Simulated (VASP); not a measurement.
Output of a VASP run:

### OSZICAR
```
       N       E                     dE             d eps       ncg     rms          rms(c)
DAV:   1     0.176748778507E+03    0.17675E+03   -0.17981E+04  1056   0.153E+03
DAV:   2    -0.794458490801E+02   -0.25619E+03   -0.25075E+03  1194   0.366E+02
DAV:   3    -0.936465992797E+02   -0.14201E+02   -0.14151E+02  1248   0.875E+01
DAV:   4    -0.937957036407E+02   -0.14910E+00   -0.14905E+00  1224   0.915E+00
DAV:   5    -0.937982500102E+02   -0.25464E-02   -0.25463E-02  1296   0.113E+00    0.109E+01
DAV:   6    -0.865574341477E+02    0.72408E+01   -0.10294E+01  1206   0.473E+01    0.125E+01
DAV:   7    -0.844016597651E+02    0.21558E+01   -0.99989E-01  1092   0.108E+01    0.897E+00
DAV:   8    -0.837635391049E+02    0.63812E+00   -0.28430E-01  1056   0.560E+00    0.188E+00
DAV:   9    -0.827772815445E+02    0.98626E+00   -0.54584E-01  1056   0.698E+00    0.111E+00
DAV:  10    -0.827330423347E+02    0.44239E-01   -0.26430E-02  1242   0.139E+00    0.136E+00
DAV:  11    -0.827616571817E+02   -0.28615E-01   -0.46023E-03  1086   0.659E-01    0.168E+00
DAV:  12    -0.830930536600E+02   -0.33140E+00   -0.20341E-01  1068   0.413E+00    0.105E+00
DAV:  13    -0.830952252902E+02   -0.21716E-02   -0.26124E-02  1238   0.123E+00    0.828E-01
DAV:  14    -0.830946373848E+02    0.58791E-03   -0.36059E-03  1062   0.701E-01    0.260E-01
DAV:  15    -0.830930724947E+02    0.15649E-02   -0.73694E-03  1068   0.796E-01    0.243E-01
DAV:  16    -0.830920294670E+02    0.10430E-02   -0.52664E-03  1056   0.705E-01    0.469E-02
DAV:  17    -0.830968631358E+02   -0.48337E-02   -0.16621E-03  1056   0.405E-01    0.757E-02
DAV:  18    -0.830974557824E+02   -0.59265E-03   -0.48705E-04  1092   0.209E-01    0.954E-02
DAV:  19    -0.830974134081E+02    0.42374E-04   -0.99969E-05  1074   0.103E-01    0.713E-02
DAV:  20    -0.830974210649E+02   -0.76568E-05   -0.13436E-05  1296   0.334E-02    0.396E-02
DAV:  21    -0.830974208980E+02    0.16685E-06   -0.14444E-05  1068   0.352E-02    0.173E-02
DAV:  22    -0.830974041630E+02    0.16735E-04   -0.34361E-06  1230   0.175E-02    0.408E-03
DAV:  23    -0.830973875307E+02    0.16632E-04   -0.88840E-07  1080   0.956E-03    0.804E-03
DAV:  24    -0.830973860708E+02    0.14599E-05   -0.13265E-06  1068   0.146E-02    0.675E-03
DAV:  25    -0.830973859296E+02    0.14121E-06   -0.27447E-07   966   0.604E-03    0.453E-03
DAV:  26    -0.830973866370E+02   -0.70743E-06   -0.74606E-08   672   0.224E-03    0.232E-03
DAV:  27    -0.830973884893E+02   -0.18522E-05   -0.78129E-08   612   0.236E-03    0.396E-04
DAV:  28    -0.830973894174E+02   -0.92818E-06   -0.21775E-08   546   0.147E-03    0.353E-04
DAV:  29    -0.830973896727E+02   -0.25522E-06   -0.26747E-09   546   0.526E-04    0.267E-04
DAV:  30    -0.830973895990E+02    0.73658E-07   -0.65411E-10   546   0.241E-04
   1 F= -.83097390E+02 E0= -.83097390E+02  d E =0.000000E+00
       N       E                     dE             ncg
       N       E                     dE             ncg
       N       E                     dE             ncg
```

OUTCAR:
```
------------------------ aborting loop because EDIFF is reached ----------------------------------------
  FORCE on cell =-STRESS in cart. coord.  units (eV):
  Direction    XX          YY          ZZ          XY          YZ          ZX
  --------------------------------------------------------------------------------------
  Total       -0.0445107     -0.0445107     -0.0322421      0.0000000      0.0000000      0.0000000
  in kB       -0.7051604     -0.7051603     -0.5107952      0.0000000      0.0000000      0.0000000
  external PRESSURE =      -0.6403720 kB  Pullay stress =       0.0000000 kB
  volume of cell :      101.13
      direct lattice vectors                 reciprocal lattice vectors
     2.079207179 -3.601292300  0.000000000     0.240476276 -0.138839050  0.000000000
     2.079207179  3.601292300  0.000000000     0.240476276  0.138839050  0.000000000
     0.000000000  0.000000000  6.753065819     0.000000000  0.000000000  0.148080890
  FREE ENERGIE OF THE ION-ELECTRON SYSTEM (eV)
  ---------------------------------------------------
  free  energy   TOTEN  =       -83.0973895990 eV

  energy  without entropy=      -83.0973895990  energy(sigma->0) =      -83.09738960

 total charge

# of ion       s       p       d       tot
------------------------------------------
    1        0.409   0.312   9.581  10.302
    2        0.409   0.312   9.581  10.302
    3        1.315   2.421   0.000   3.736
    4        1.315   2.421   0.000   3.736
--------------------------------------------------
tot          3.449   5.465  19.162  28.076
```
(Selected blocks of OUTCAR.)

File POSCAR:
```
CdS
1
    2.0792071794    -3.6012923003     0.0000000000
    2.0792071794     3.6012923003     0.0000000000
    0.0000000000     0.0000000000     6.7530658190
Cd S
2 2
Direct
  0.6666670000   0.3333330000   0.4999629624
  0.3333330000   0.6666670000   0.9999629624
  0.6666670000   0.3333330000   0.8770370376
  0.3333330000   0.6666670000   0.3770370376
```

Problem. Write an INCAR and KPOINTS that could have produced this output.

Solution. One answer among several that fit: the input of the run itself, SCAN meta-GGA, plane waves, VASP's PBE PAW potentials (set 64).

### KPOINTS_OPT
```
k-points along high-symmetry lines
6
Line-mode
Reciprocal
  0.000000   0.000000   0.000000 ! GAMMA
  0.000000   0.500000   0.000000 ! M

  0.000000   0.500000   0.000000 ! M
 -0.333333   0.666667   0.000000 ! K

 -0.333333   0.666667   0.000000 ! K
  0.000000   0.000000   0.000000 ! GAMMA

  0.000000   0.000000   0.000000 ! GAMMA
  0.000000   0.000000   0.500000 ! A

  0.000000   0.000000   0.500000 ! A
  0.000000   0.500000   0.500000 ! L

  0.000000   0.500000   0.500000 ! L
 -0.333333   0.666667   0.500000 ! H

 -0.333333   0.666667   0.500000 ! H
  0.000000   0.000000   0.500000 ! A

  0.000000   0.500000   0.500000 ! L
  0.000000   0.500000   0.000000 ! M

 -0.333333   0.666667   0.500000 ! H
 -0.333333   0.666667   0.000000 ! K
```

KPOINTS:
```
Automatic mesh
0
Gamma
7 7 4
0 0 0
```

**INCAR**
```
# general
SYSTEM  = CdS
PREC    = Accurate
ENCUT   = 520
LREAL   = .False.
LASPH   = .True.

# electronic loop
EDIFF   = 1E-7
NELM    = 100
ALGO    = Normal
LMAXMIX = 4
LMIXTAU = .True.

# smearing
ISMEAR  = -5

# functional
METAGGA = SCAN

# ions
ISIF    = 2

# output
LWAVE   = .False.
LCHARG  = .False.
LORBIT  = 11
NEDOS   = 601

# other
LEFG    = .True.
```

POTCAR, in this order: Cd S (PBE.64 set). Program: vasp_std.

The compound is CdS in the wurtzite structure. It was relaxed first.
